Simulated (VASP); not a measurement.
Given:

```
CELL_PARAMETERS angstrom
      2.86438     0.00000     0.00000
      0.00000     2.86438     0.00000
      0.00000     0.00000    27.00898
ATOMIC_POSITIONS crystal
  Ag 0.00000 0.50000 0.31336
  Ag 0.50000 0.00000 0.38673
  Ag 0.00000 0.50000 0.46244
  Ag 0.50000 0.00000 0.53756
  Ag 0.00000 0.50000 0.61327
  Ag 0.50000 0.00000 0.68664
```

Calculation: PBEsol GGA, VASP's PBE PAW potentials (set 64) (plane waves; VASP 6.6.1). Settings: PREC = Normal, 400 eV cut-off, 10×10×1 Γ-centred mesh, first-order Methfessel-Paxton smearing of 0.10 eV, potentials Ag.

Problem. What does the run give for the energy per atom (σ→0), band gap (on the k-mesh) with the smallest direct gap where there is one?

Solution. 
```yaml
band gap (on the k-mesh): none (metal, semimetal or under 0.01 eV)
energy per atom (σ→0): -3.112 eV/atom
```

Total energies compare only between runs with the same potentials, cut-off and functional.

The cell is a thin slab with vacuum, built from Ag (fcc): (100) face.
